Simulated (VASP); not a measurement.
```yaml
crystal:
  lattice:
    - [2.91061, 0.00000, 0.00000]
    - [0.00000, 2.91061, 0.00000]
    - [0.00000, 0.00000, 2.91061]
  atoms:
    - { symbol: Zn, position: [0.50000, 0.50000, 0.50000] }
    - { symbol: Cu, position: [0.00000, 0.00000, 0.00000] }
```

The numbers are results of AM05 GGA, VASP's PBE PAW potentials (set 64) (plane waves; VASP), not measurements. Run with 520 eV cut-off, Gaussian smearing of 0.050 eV, potentials Zn Cu.

Q: What does the run give for the band gap (along the path) with the smallest direct gap where there is one?

A: 
The band gap (along the path) comes out as none (metal, semimetal or under 0.01 eV).

Total energies compare only between runs with the same potentials, cut-off and functional.

The compound is CuZn in the CsCl type structure. It was relaxed first. The electron count is odd and the run is not spin-polarised, which forces a metal.
